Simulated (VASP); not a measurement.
# Cl2BBr in VASP: settings compared

The runs below take Cl2BBr through single point, with BLYP+D3(BJ), BEEF-vdW.

Program: VASP 6.6.1. These are calculated values, not measurements. Logs are shortened: lines on timing, memory, paths and dates and some standing lists are left out, and cuts for length are marked.

## (1) The structure

The cell holds a molecule in a box, 4 atoms: a = 11.000 Å, b = 12.000 Å, c = 12.000 Å, α = 90.00°, β = 90.00°, γ = 90.00°.

## (2) Single point, BLYP+D3(BJ)

Input file INCAR:

```
SYSTEM = BBrCl2
AGGAC = 1.0 ; AGGAX = 1.0
ALDAC = 0.0 ; ALDAX = 1.0
ALGO = Fast ; EDIFF = 1E-6
ENCUT = 520 ; GGA = B5
ISIF = 2 ; ISMEAR = 0
IVDW = 12 ; LASPH = .True.
LCHARG = .False. ; LREAL = .False.
LWAVE = .False. ; NBANDS = 20
NELM = 60 ; PREC = Accurate
SIGMA = 0.01 ; VDW_A1 = 0.4298
VDW_A2 = 4.2359 ; VDW_S6 = 1.0
VDW_S8 = 2.6996
```

Input file KPOINTS:

```
k-points
0
Gamma
  1 1 1
  0 0 0
```

Input file POSCAR:

```
BBrCl2
1.0
   11.0000000000      0.0000000000      0.0000000000
    0.0000000000     12.0000000000      0.0000000000
    0.0000000000      0.0000000000     12.0000000000
Cl B Br
2 1 1
Cartesian
    6.3081000400      7.0310499600      7.3832000400
    6.1702999600      4.6858500000      5.5068000000
    5.7631999700      6.3269499600      5.8944999600
    4.7179000000      7.3561500000      4.6848000000
```

Potentials or basis: VASP PAW PBE potentials, release 64 (Cl, B, Br).

Launch:

```sh
> cat potpaw_PBE.64/Cl/POTCAR potpaw_PBE.64/B/POTCAR potpaw_PBE.64/Br/POTCAR > POTCAR
> mpirun -np 1 vasp_gam > vasp.out
```

OUTCAR:

```text
SYSTEM = BBrCl2
   EDIFF = 1E-6
   ENCUT = 520
   GGA = B5
   ISIF = 2
   ISMEAR = 0
   IVDW = 12
   LASPH = .True.
   LREAL = .False.
   NELM = 60
   PREC = Accurate
 IVDW          = 12

 ion  position               nearest neighbor table
   1  0.573  0.586  0.615-   3 1.73
   2  0.561  0.390  0.459-   3 1.73
   3  0.524  0.527  0.491-   1 1.73   2 1.73   4 1.90
   4  0.429  0.613  0.390-   3 1.90

  LATTYP: Found a simple tetragonal cell.
 ALAT       =    12.0000000000
 C/A-ratio  =     0.9166666667

  Lattice vectors:

 A1 = (   0.0000000000,  12.0000000000,   0.0000000000)
 A2 = (   0.0000000000,   0.0000000000,  12.0000000000)
 A3 = (  11.0000000000,   0.0000000000,   0.0000000000)

Analysis of symmetry for initial positions (statically):
=====================================================================
 Subroutine PRICEL returns:
 Original cell was already a primitive cell.

 Routine SETGRP: Setting up the symmetry group for a
 simple tetragonal supercell.

 Subroutine GETGRP returns: Found  1 space group operations
 (whereof  1 operations were pure point group operations)
 out of a pool of 16 trial point group operations.

The static configuration has the point symmetry C_1 .

Analysis of symmetry for dynamics (positions and initial velocities):
=====================================================================
 Subroutine PRICEL returns:
 Original cell was already a primitive cell.

 Routine SETGRP: Setting up the symmetry group for a
 simple tetragonal supercell.

 Subroutine GETGRP returns: Found  1 space group operations
 (whereof  1 operations were pure point group operations)
 out of a pool of 16 trial point group operations.

The dynamic configuration has the point symmetry C_1 .

 Subroutine INISYM returns: Found  1 space group operations
 (whereof  1 operations are pure point group operations),
 and found     1 'primitive' translations

----------------------------------------------------------------------------------------

                                     Primitive cell

  volume of cell :    1584.0000

  direct lattice vectors                    reciprocal lattice vectors
    11.000000000  0.000000000  0.000000000     0.090909091  0.000000000  0.000000000
     0.000000000 12.000000000  0.000000000     0.000000000  0.083333333  0.000000000
     0.000000000  0.000000000 12.000000000     0.000000000  0.000000000  0.083333333

  length of vectors
    11.000000000 12.000000000 12.000000000     0.090909091  0.083333333  0.083333333

  position of ions in fractional coordinates (direct lattice)
     0.573463640  0.585920830  0.615266670
     0.560936360  0.390487500  0.458900000
     0.523927270  0.527245830  0.491208330
     0.428900000  0.613012500  0.390400000

  ion indices of the primitive-cell ions
   primitive index   ion index
                 1           1
                 2           2
                 3           3
                 4           4

----------------------------------------------------------------------------------------

 KPOINTS: k-points

Automatic generation of k-mesh.
 Grid dimensions read from file:
 generate k-points for:    1    1    1

 Generating k-lattice:

  Cartesian coordinates                     Fractional coordinates (reciprocal lattice)
     0.090909091  0.000000000  0.000000000     1.000000000  0.000000000  0.000000000
     0.000000000  0.083333333  0.000000000     0.000000000  1.000000000  0.000000000
     0.000000000  0.000000000  0.083333333     0.000000000  0.000000000  1.000000000

  Length of vectors
     0.090909091  0.083333333  0.083333333

  Shift w.r.t. Gamma in fractional coordinates (k-lattice)
     0.000000000  0.000000000  0.000000000

 Subroutine IBZKPT returns following result:
 ===========================================

 Found      1 irreducible k-points:

 Following reciprocal coordinates:
            Coordinates               Weight
  0.000000  0.000000  0.000000      1.000000
   k-points           NKPTS =      1   k-points in BZ     NKDIM =      1   number of bands    NBANDS=     20
   number of dos      NEDOS =    301   number of ions     NIONS =      4
   total plane-waves  NPLWV = 680400
   dimension x,y,z NGX =    84 NGY =   90 NGZ =   90
   dimension x,y,z NGXF=   168 NGYF=  180 NGZF=  180
   ions per type =               2   1   1
   NGX,Y,Z   is equivalent  to a cutoff of  12.70, 12.47, 12.47 a.u.
   NGXF,Y,Z  is equivalent  to a cutoff of  25.39, 24.94, 24.94 a.u.
 SYSTEM =  BBrCl2
   PREC   = accura    normal or accurate (medium, high low for compatibility)
   ISTART =      0    job   : 0-new  1-cont  2-samecut
   ICHARG =      2    charge: 1-file 2-atom 10-const
   ISPIN  =      1    spin polarized calculation?
   LNONCOLLINEAR =      F non collinear calculations
   LSORBIT =      F    spin-orbit coupling
   LASPH  =      T    aspherical Exc in radial PAW
   ENCUT  =  520.0 eV  38.22 Ry    6.18 a.u.  20.45 22.31 22.31*2*pi/ulx,y,z
   NELM   =     60;   NELMIN=  2; NELMDL= -5     # of ELM steps
   EDIFF  = 0.1E-05   stopping-criterion for ELM
   LREAL  =      F    real-space projection
[... 7 lines left out ...]
   TEBEG  =    0.0;   TEEND  =   0.0 temperature during run
   PSTRESS=    0.0 pullay stress
   NELECT =      24.0000    total number of electrons
   NUPDOWN=      -1.0000    fix difference up-down
   EMIN   =  10.00;   EMAX   =-10.00  energy-range for DOS
   EFERMI =   0.00;   METHOD = LEGACY
   ISMEAR =     0;   SIGMA  =   0.01  broadening in eV -4-tet -1-fermi 0-gaus
   EFERMI_NEDOS =   21; number of points for ismear=-14 and -15
   IALGO  =     68    algorithm
   IMIX   =      4    mixing-type and parameters
     AMIX     =   0.40;   BMIX     =  1.00
     AMIX_MAG =   1.60;   BMIX_MAG =  1.00
  volume/ion in A,a.u.               =     396.00      2672.34
  Fermi-wavevector in a.u.,A,eV,Ry     =   0.405098  0.765524  2.232777  0.164104
  Thomas-Fermi vector in A             =   1.357169
   LORBIT       =      0    0 simple, 1 ext, 2 COOP (PROOUT), +10 PAW based schemes
   GGA     = B5    functional components
   LHFCALC =     F    Hartree Fock is set to
   AEXX    =    0.0000 exact exchange contribution
   IVDW    =    12    specifies the selected vdW correction
   LEPSILON=     F    determine dielectric tensor
   LRPA    =     F    only Hartree local field effects (RPA)
 non-spin polarized calculation
 RMM-DIIS sequential band-by-band and
 Gauss-broadening in eV      SIGMA  =   0.01
  energy-cutoff  :      520.00
  volume of cell :     1584.00
 maximum number of plane-waves:     21371
 NGX is ok and might be reduce to    84
   NGX = 41   NGY = 45   NGZ = 45

 number of electron      24.0000003 magnetization

 Free energy of the ion-electron system (eV)
  ---------------------------------------------------
  ext. energy  EPLUGINS =         0.00000000
  ---------------------------------------------------
  free energy    TOTEN  =       -14.31008157 eV

  energy without entropy =      -14.31008157  energy(sigma->0) =      -14.31008157

 E-fermi :  -6.6627     XC(G=0):  -0.8963

 val. band max:       -6.7101148782   @ k =   0.0000   0.0000   0.0000
 cond. band min:      -2.1487783228   @ k =   0.0000   0.0000   0.0000
 fundamental gap:      4.5613365554
 Fermi energy:        -6.6627297397

 k-point     1 :       0.0000    0.0000    0.0000
  band No.  band energies     occupation
      1     -21.6510      2.00000
      2     -20.6575      2.00000
      3     -20.0154      2.00000
      4     -12.4595      2.00000
      5     -10.6382      2.00000
      6     -10.2906      2.00000
[... 12 lines left out ...]
     19       1.0183      0.00000
     20       1.1073      0.00000

------------------------ aborting loop because EDIFF is reached ----------------------------------------

 Edisp (eV)   -0.31615

 E8    (eV) :    -0.2263

  FORCE on cell =-STRESS in cart. coord.  units (eV):
  Direction    XX          YY          ZZ          XY          YZ          ZX
  --------------------------------------------------------------------------------------
  -------------------------------------------------------------------------------------
  Total       0.32579     0.92781     0.85683    -0.35672     0.03744     0.49249
  in kB       0.32953     0.93845     0.86666    -0.36081     0.03787     0.49814
  external pressure =        0.71 kB  Pullay stress =        0.00 kB

 VOLUME and BASIS-vectors are now :
 -----------------------------------------------------------------------------
  energy-cutoff  :      520.00
  volume of cell :     1584.00
      direct lattice vectors                 reciprocal lattice vectors
    11.000000000  0.000000000  0.000000000     0.090909091  0.000000000  0.000000000
     0.000000000 12.000000000  0.000000000     0.000000000  0.083333333  0.000000000
     0.000000000  0.000000000 12.000000000     0.000000000  0.000000000  0.083333333

 POSITION                                       TOTAL-FORCE (eV/Angst)
 -----------------------------------------------------------------------------------
      6.30810      7.03105      7.38320         0.121160      0.158135      0.332152
      6.17030      4.68585      5.50680         0.089727     -0.363311     -0.086748
      5.76320      6.32695      5.89450         0.075898     -0.076665      0.085199
      4.71790      7.35615      4.68480        -0.286785      0.281841     -0.330603
 -----------------------------------------------------------------------------------
    total drift:                                0.000384      0.000706      0.000077

  FREE ENERGIE OF THE ION-ELECTRON SYSTEM (eV)
  ---------------------------------------------------
  free  energy   TOTEN  =       -14.6262332375 eV

  energy  without entropy=      -14.6262332375  energy(sigma->0) =      -14.62623324
```

It took 3.7 min on 1 thread of AMD EPYC 9R45 (Zen 5), shared host; peak memory 1.2 GiB.

What came out:

```
Free energy                     : -14.6262 eV
Largest force                   : 0.521 eV/Å
Gap between the frontier levels : 4.56 eV
Dispersion energy per atom      : -0.079 eV
```

Forces in eV/Å, atoms in the order of the input:
```
Cl   0.121  0.158  0.332
Cl   0.090 -0.363 -0.087
B    0.076 -0.077  0.085
Br  -0.287  0.282 -0.331
```

Caveat: the PAW data sets were made with another functional, which shifts forces and pressure a little.

## (3) Single point, BEEF-vdW

Input file INCAR:

```
PREC     = Accurate       # precision mode
ENCUT    = 520            # plane-wave cutoff, eV
EDIFF    = 1E-6           # SCF threshold, eV
ISMEAR   = 0              # smearing method
SIGMA    = 0.01           # smearing width, eV
LREAL    = False          # projectors in reciprocal space
LASPH    = True           # aspherical terms in the spheres
NELM     = 80             # most SCF steps
ALGO     = Normal         # electronic algorithm
ISIF     = 2              # what is computed and relaxed
LWAVE    = False          # write WAVECAR
LCHARG   = True           # write CHGCAR
GGA      = BF             # functional
LUSE_VDW = True         
ZAB_VDW  = -1.8867      
LELF     = True           # ELF
LVHAR    = True         
LVACPOTAV= True         
NBANDS   = 20             # bands
```

Input file KPOINTS:

```
regular mesh
0
Gamma
  1 1 1
```

POSCAR is that of step 2.

Potentials or basis: VASP PAW PBE potentials, release 64 (Cl, B, Br).

Launch:

```sh
> cat potpaw_PBE.64/Cl/POTCAR potpaw_PBE.64/B/POTCAR potpaw_PBE.64/Br/POTCAR > POTCAR
> mpirun -np 1 vasp_gam > vasp.out
```

Run time: 14 min. Hardware: 1 thread of AMD EPYC 9R45 (Zen 5), shared host; peak memory 4.1 GiB.

The run converged. Its results:

| Property | Result |
| --- | --- |
| Free energy | -9.2765 eV |
| Largest force | 0.316 eV/Å |
| Gap between the frontier levels | 4.66 eV |

Forces in eV/Å, atoms in the order of the input:
```
Cl   0.070  0.088  0.189
Cl   0.051 -0.206 -0.047
B    0.053 -0.054  0.059
Br  -0.174  0.171 -0.200
```

Levels at points of the mesh, in eV from the valence-band top:
| k point | band 8 | band 9 | band 10 | band 11 | band 12 | band 13 | band 14 | band 15 | band 16 | band 17 |
| --- | --- | --- | --- | --- | --- | --- | --- | --- | --- | --- |
| (0.00, 0.00, 0.00) | -1.20 | -1.10 | -0.98 | -0.54 | 0.00 | 4.66 | 6.19 | 7.03 | 7.51 | 7.52 |

Caveat: the PAW data sets were made with another functional, which shifts forces and pressure a little.
